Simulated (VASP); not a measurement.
Data:

```yaml
crystal:
  lattice:
    - [0.00000, 2.71970, 2.71970]
    - [2.71970, 0.00000, 2.71970]
    - [2.71970, 2.71970, 0.00000]
  atoms:
    - { symbol: Ce, position: [0.00000, 0.00000, 0.00000] }
    - { symbol: O, position: [0.25000, 0.25000, 0.25000] }
    - { symbol: O, position: [0.75000, 0.75000, 0.75000] }
```

The numbers are results of rev-vdW-DF2, VASP's PBE PAW potentials (set 64) (plane waves; VASP 6.6.1), not measurements. Settings: 520 eV cut-off, Gaussian smearing of 0.050 eV, potentials Ce O.

**Question.** Give the energies of bands 7 to 15 at the high-symmetry points, in eV from the valence-band maximum.

**Answer.** 
```
band      Γ      X      U      L      W
----  -----  -----  -----  -----  -----
7     -3.77  -3.90  -3.24  -2.92  -2.91
8     -3.77  -1.20  -1.72  -2.92  -2.29
9     -3.77  -1.20  -1.38  -1.28  -1.05
10    -0.62  -0.77  -1.29  -1.21  -1.05
11    -0.62  -0.77  -0.75  -0.80  -0.72
12    -0.62  -0.61  -0.31  -0.80  -0.64
13     2.19   1.92   1.95   1.86   1.94
14     2.19   2.00   2.04   2.05   2.06
15     2.19   2.00   2.08   2.05   2.06
```

The gap is indirect, 1.86 eV, from the valence maximum at K-Γ at 0.29 to the conduction minimum at L.

The compound is CeO2 in the fluorite structure. It was relaxed first. The run is not spin-polarised, so no magnetic state was tried.
